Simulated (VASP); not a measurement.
Method: PBEsol GGA, VASP's PBE PAW potentials (set 64) (plane waves; VASP).

A VASP calculation is set up with these files.

POSCAR:
```
PtS2
1
    1.7829133278    -3.0880965414    -0.0000000000
    1.7829133278     3.0880965414     0.0000000000
    0.0000000000     0.0000000000     4.8232578607
Pt S
1 2
Direct
  1.0000000000   0.0000000000   0.0000000000
  0.3333330000   0.6666670000   0.2483770636
  0.6806889940   0.3473549940   0.7516229364
```

KPOINTS:
```
Automatic mesh
0
G
8 8 4
```

**INCAR**
```
! general
SYSTEM   =  PtS2
PREC     =  Accurate
ENCUT    =  480   ! plane-wave cut-off (eV)
LREAL    =  .FALSE.   ! projection in real space or not
LASPH    =  .TRUE.   ! aspherical one-centre terms

! electronic loop
EDIFF    =  1E-7   ! SCF stop (eV)
NELM     =  100
ALGO     =  Normal   ! blocked Davidson
LMAXMIX  =  6

! smearing
ISMEAR   =  0   ! Gaussian
SIGMA    =  0.05

! functional
GGA      =  PS   ! PBEsol

! ions
ISIF     =  2   ! forces and stress, cell fixed

! output
LWAVE    =  .FALSE.
LCHARG   =  .FALSE.
```

POTCAR, in this order: Pt S (PBE.64 set). Program: vasp_std.

Without a dispersion term in the relaxation, distances and binding between the weakly bound layers, chains or molecules are unreliable, and so is what depends on them.

Estimate the energy per atom (σ→0), largest force.

```
Quantity                        Value
---------------------  --------------
energy per atom (σ→0)  -5.662 eV/atom
largest force              0.476 eV/Å
```

File OSZICAR:
```
...
DAV:   8    -0.169909952184E+02    0.27118E-01   -0.90493E-02  4555   0.224E+00    0.132E+00
DAV:   9    -0.169856441314E+02    0.53511E-02   -0.13105E-02  4765   0.128E+00    0.269E-01
DAV:  10    -0.169857249544E+02   -0.80823E-04   -0.18714E-03  4737   0.319E-01    0.785E-02
DAV:  11    -0.169857389492E+02   -0.13995E-04   -0.45767E-05  5262   0.609E-02    0.451E-02
DAV:  12    -0.169857388104E+02    0.13885E-06   -0.54344E-06  4779   0.236E-02    0.146E-02
DAV:  13    -0.169857391831E+02   -0.37275E-06   -0.16562E-06  4982   0.103E-02    0.392E-03
DAV:  14    -0.169857392214E+02   -0.38251E-07   -0.57092E-08  3226   0.210E-03
   1 F= -.16985739E+02 E0= -.16985739E+02  d E =-.128551E-08
```

The compound is PtS2 in the 1T layered structure. This cell was strained or had an atom moved on purpose.
